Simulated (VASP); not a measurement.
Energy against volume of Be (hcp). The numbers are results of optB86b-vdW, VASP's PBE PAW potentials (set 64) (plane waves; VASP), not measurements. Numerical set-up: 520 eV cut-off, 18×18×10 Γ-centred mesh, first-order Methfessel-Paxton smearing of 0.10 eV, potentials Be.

Shape and ions are relaxed at each volume.

```tsv
V (Å³/atom)	E (eV/atom)
7.758	-3.27485
7.998	-3.27747
8.238	-3.27472
8.478	-3.26727
```

Question: Fit these four points and predict the energy of the run at 7.518 Å³/atom.

Answer: A cubic in V^(−2/3), the third-order Birch-Murnaghan form, passes through the four points with V0 = 7.99 Å³/atom and B0 = 120 GPa, and gives -3.2661 eV/atom there. The run gave -3.2661 eV/atom, -0.0 meV/atom from the fit; all five points give B0 = 120 GPa.

The compound is Be in the hcp structure. It was relaxed first.
